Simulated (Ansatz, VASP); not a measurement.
Two plane-wave programs on Cd3Te2Se

```
Cd Te Se
1.0
     4.30617    0.00000    0.00000
    -2.15309    3.72925    0.00000
     0.00000    0.00000   10.54793
Cd Te Se
3 2 1
Direct
  0.00000 0.00000 0.00000
  0.33333 0.66667 0.66667
  0.66667 0.33333 0.33333
  0.33333 0.66667 0.91667
  0.00000 0.00000 0.25000
  0.66667 0.33333 0.58333
```

Alike in both runs: task single point; functional PBE; k mesh 6 × 6 × 2; occupations gaussian, width 0.1 eV; no spin polarisation.

|  | VASP | Ansatz |
| --- | --- | --- |
| version | VASP 6.6.1 | Ansatz 0.2.0 |
| potentials or method | VASP PAW PBE potentials, release 64 (Cd, Te, Se) | scalar-relativistic, plane waves, PAW |
| plane-wave cutoff (eV) | 520 | 420 |
| valence electrons in the cell | 54 | 108 |

Ansatz gave:

| Property | Result |
| --- | --- |
| gap on the k mesh at the Fermi level (eV) | 0.87 |
| least direct gap on the mesh (eV) | 0.87 |
| pressure (GPa) | 11.4 |
| largest component of the traceless stress (GPa) | 0.19 |
| rms of the force components (eV/Å) | 0.330 |

Task: Which values does VASP return?

Result: gap on the k mesh at the Fermi level (eV): 0.87; least direct gap on the mesh (eV): 0.87; pressure (GPa): 11.7; largest component of the traceless stress (GPa): 0.19; rms of the force components (eV/Å): 0.330.

Atom by atom the forces differ by 0.001 eV/Å (rms over components). The two sets of potentials don't hold the same shells in valence.

Caveats: spin-orbit coupling is left out, which moves the levels of the heavy elements.
